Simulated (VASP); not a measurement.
Given:

```
Cd
1.0
    1.51001    -2.61542     0.00000
    1.51001     2.61542     0.00000
    0.00000     0.00000     5.26315
Cd
2
Direct
  0.33333   0.66667   0.25000
  0.66667   0.33333   0.75000
```

The numbers are results of PBE GGA, VASP's PBE PAW potentials (set 64) (plane waves; VASP 6.6.1), not measurements. Numerical set-up: 500 eV cut-off, 14×14×7 Γ-centred mesh, first-order Methfessel-Paxton smearing of 0.10 eV, potentials Cd.

Energy and stress use the plane-wave basis of the starting cell.

Q: The ions, cell shape and volume at an external pressure of 10.0 GPa are relaxed. Predict the relaxed structure.

A: 
```
Cd
1.0
    1.48136    -2.56580     0.00000
    1.48136     2.56580     0.00000
    0.00000     0.00000     5.14172
Cd
2
Cartesian
  1.48136   0.85527   1.28543
  1.48136  -0.85527   3.85629
```
Space group P6_3/mmc (194), at a tolerance of 0.03 Å.

Q: How do energy and volume change from the first to the last step?

A: The energy (σ→0) changes by +57.3 meV/atom and the volume by -6.0 %, in 6 ionic steps.

The compound is Cd in the hcp structure. This run relaxes it under an external pressure of 10 GPa. Symmetry was kept, so distortions that lower it aren't found.
